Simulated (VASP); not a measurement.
Given:

```xyz
1
Lattice="-1.6186 1.6186 1.6186 1.6186 -1.6186 1.6186 1.6186 1.6186 -1.6186" Properties=species:S:1:pos:R:3 pbc="T T T"
W      0.0000     0.0000     0.0000
```

Computed with TPSS meta-GGA, VASP's PBE PAW potentials (set 64) (plane waves; VASP 6.6.1). Run with 520 eV cut-off, 16×16×16 Γ-centred mesh, first-order Methfessel-Paxton smearing of 0.10 eV, potentials W_sv.

Task: Give the stress tensor in GPa (positive for a compressed cell).

Result: 
```
-16.62    0.00    0.00
  0.00  -16.62    0.00
  0.00    0.00  -16.62
```
The pressure is its mean diagonal, -16.62 GPa.

The compound is W in the bcc structure. This cell is one point of a volume scan, at 1.06 of the reference volume.
